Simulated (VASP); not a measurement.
All values below come from rev-vdW-DF2, VASP's PBE PAW potentials (set 64) (plane waves; VASP).

The input files of a VASP run:

### POSCAR
```
Li
1
   -1.7450000000     1.7450000000     1.7450000000
    1.7450000000    -1.7450000000     1.7450000000
    1.7450000000     1.7450000000    -1.7450000000
Li
1
Direct
  0.0000000000   0.0000000000   0.0000000000
```

**INCAR**
```
# general
SYSTEM    =  Li
PREC      =  Accurate
ENCUT     =  520
LREAL     =  .FALSE.
LASPH     =  .TRUE.

# electronic loop
EDIFF     =  1E-6
NELM      =  100
ALGO      =  Normal

# smearing
ISMEAR    =  1
SIGMA     =  0.1

# functional
GGA       =  MK
LUSE_VDW  =  .TRUE.
AGGAC     =  0.0
PARAM1    =  0.1234568
PARAM2    =  0.7114
ZAB_VDW   =  -1.8867

# ions
IBRION    =  2
NSW       =  60
ISIF      =  3
EDIFFG    =  -0.01

# output
LWAVE     =  .FALSE.
LCHARG    =  .FALSE.
```

### KPOINTS
```
Automatic mesh
0
Gamma
13 13 13
0 0 0
```

POTCAR, in this order: Li_sv (PBE.64 set). Program: vasp_std.

Output

File OSZICAR:
```
       N       E                     dE             d eps       ncg     rms          rms(c)
DAV:   1     0.125588621547E+01    0.12559E+01   -0.70130E+02   845   0.414E+02
DAV:   2    -0.106066792199E+01   -0.23166E+01   -0.22452E+01  1195   0.585E+01
DAV:   3    -0.115381307240E+01   -0.93145E-01   -0.93112E-01  1060   0.850E+00
DAV:   4    -0.115660155131E+01   -0.27885E-02   -0.27770E-02  1125   0.128E+00
DAV:   5    -0.115663577311E+01   -0.34222E-04   -0.34222E-04  1060   0.127E-01    0.268E-01
DAV:   6    -0.115640963027E+01    0.22614E-03   -0.43686E-04  1060   0.200E-01    0.155E-01
DAV:   7    -0.115647110861E+01   -0.61478E-04   -0.10086E-03  1005   0.304E-01    0.212E-02
DAV:   8    -0.115653092057E+01   -0.59812E-04   -0.41280E-04  1170   0.183E-01    0.195E-02
DAV:   9    -0.115652624242E+01    0.46782E-05   -0.56710E-06  1015   0.235E-02    0.147E-03
DAV:  10    -0.115652514867E+01    0.10937E-05   -0.13551E-06   860   0.137E-02    0.311E-03
DAV:  11    -0.115652731297E+01   -0.21643E-05   -0.21856E-07   480   0.658E-03    0.501E-04
DAV:  12    -0.115652730204E+01    0.10924E-07   -0.72349E-08   435   0.293E-03
   1 F= -.11565273E+01 E0= -.11565269E+01  d E =-.115653E+01
       N       E                     dE             d eps       ncg     rms          rms(c)
DAV:   1    -0.115792304431E+01   -0.13957E-02   -0.12742E-02  1140   0.124E+00    0.235E-01
DAV:   2    -0.115786567475E+01    0.57370E-04   -0.32319E-03   985   0.534E-01    0.173E-01
DAV:   3    -0.115758109359E+01    0.28458E-03   -0.97479E-04  1350   0.303E-01    0.108E-01
DAV:   4    -0.115767370045E+01   -0.92607E-04   -0.21249E-04  1085   0.165E-01    0.935E-03
DAV:   5    -0.115767857793E+01   -0.48775E-05   -0.32626E-05  1070   0.526E-02    0.247E-03
DAV:   6    -0.115768232471E+01   -0.37468E-05   -0.50421E-07   500   0.102E-02    0.179E-04
DAV:   7    -0.115768264051E+01   -0.31580E-06   -0.14002E-07   420   0.488E-03
   2 F= -.11576826E+01 E0= -.11576828E+01  d E =-.115534E-02
       N       E                     dE             d eps       ncg     rms          rms(c)
DAV:   1    -0.116087445137E+01   -0.31921E-02   -0.11057E-01  1105   0.377E+00    0.680E-01
DAV:   2    -0.116065455720E+01    0.21989E-03   -0.30267E-02   970   0.161E+00    0.513E-01
DAV:   3    -0.115854421842E+01    0.21103E-02   -0.92653E-03  1345   0.935E-01    0.368E-01
DAV:   4    -0.115907621980E+01   -0.53200E-03   -0.21589E-03  1135   0.537E-01    0.266E-02
DAV:   5    -0.115911632271E+01   -0.40103E-04   -0.29654E-04  1030   0.165E-01    0.888E-03
DAV:   6    -0.115913323734E+01   -0.16915E-04   -0.81272E-06  1090   0.342E-02    0.107E-03
DAV:   7    -0.115913340985E+01   -0.17251E-06   -0.40496E-07   475   0.795E-03
   3 F= -.11591334E+01 E0= -.11591354E+01  d E =-.260611E-02
```

**OUTCAR**
```
------------------------ aborting loop because EDIFF is reached ----------------------------------------
  FORCE on cell =-STRESS in cart. coord.  units (eV):
  Direction    XX          YY          ZZ          XY          YZ          ZX
  --------------------------------------------------------------------------------------
  Total        0.0002089      0.0002089      0.0002089      0.0000000      0.0000000     -0.0000000
  in kB        0.0166287      0.0166287      0.0166287      0.0000000      0.0000000     -0.0000000
  external PRESSURE =       0.0166287 kB  Pullay stress =       0.0000000 kB
  volume of cell :       20.13
      direct lattice vectors                 reciprocal lattice vectors
    -1.713623891  1.713623891  1.713623891     0.000000000  0.291779312  0.291779312
     1.713623891 -1.713623891  1.713623891     0.291779312  0.000000000  0.291779312
     1.713623891  1.713623891 -1.713623891     0.291779312  0.291779312  0.000000000
 POSITION                                       TOTAL-FORCE (eV/Angst)
 -----------------------------------------------------------------------------------
     -0.00000      0.00000      0.00000        -0.000000      0.000000      0.000000
 -----------------------------------------------------------------------------------
    total drift:                               -0.000000     -0.000000      0.000000
  FREE ENERGIE OF THE ION-ELECTRON SYSTEM (eV)
  ---------------------------------------------------
  free  energy   TOTEN  =        -1.1591334098 eV

  energy  without entropy=       -1.1591394921  energy(sigma->0) =       -1.15913544

 reached required accuracy - stopping structural energy minimisation
```
(Selected blocks of OUTCAR.)

CONTCAR:
```
Li
   1.00000000000000
    -1.7136238906770229    1.7136238906770229    1.7136238906770229
     1.7136238906770229   -1.7136238906770229    1.7136238906770229
     1.7136238906770229    1.7136238906770229   -1.7136238906770229
  Li
     1
Direct
     0.0000000000000000    0.0000000000000000    0.0000000000000000
```

OUTCAR:
```
 val. band max:        0.6684983806   @ k =  -0.3846   0.4615   0.0769

 cond. band min:       0.7122533017   @ k =   0.4615   0.0000   0.0000


 Fermi energy:         0.7045108212

 k-point     1 :       0.0000    0.0000    0.0000
  band No.  band energies     occupation
      1     -45.8566      2.00000
      2      -2.9139      2.00000
      3      15.2275      0.00000
      4      15.2275      0.00000
      5      15.2275      0.00000

 k-point     2 :       0.0769    0.0000    0.0000
  band No.  band energies     occupation
      1     -45.8553      2.00000
      2      -2.8019      2.00000
      3      14.4848      0.00000
      4      14.6969      0.00000
      5      15.0373      0.00000

 k-point     3 :       0.1538    0.0000    0.0000
  band No.  band energies     occupation
      1     -45.8521      2.00000
      2      -2.4657      2.00000
      3      12.4348      0.00000
      4      13.6691      0.00000
      5      14.5168      0.00000

 k-point     4 :       0.2308    0.0000    0.0000
  band No.  band energies     occupation
      1     -45.8476      2.00000
      2      -1.9057      2.00000
      3       9.9785      0.00000
      4      12.6739      0.00000
      5      13.8460      0.00000

 k-point     5 :       0.3077    0.0000    0.0000
  band No.  band energies     occupation
      1     -45.8428      2.00000
      2      -1.1305      2.00000
      3       7.6444      0.00000
      4      11.8767      0.00000
      5      13.2228      0.00000

 k-point     6 :       0.3846    0.0000    0.0000
  band No.  band energies     occupation
      1     -45.8388      2.00000
      2      -0.1831      2.00000
      3       5.6213      0.00000
      4      11.3302      0.00000
      5      12.7646      0.00000

 k-point     7 :       0.4615    0.0000    0.0000
  band No.  band energies     occupation
      1     -45.8366      2.00000
      2       0.7123      0.86939
      3       4.1802      0.00000
...
```

Energy and stress use the plane-wave basis of the starting cell.

The compound is Li in the bcc structure. This run relaxes it. Symmetry was kept, so distortions that lower it aren't found.
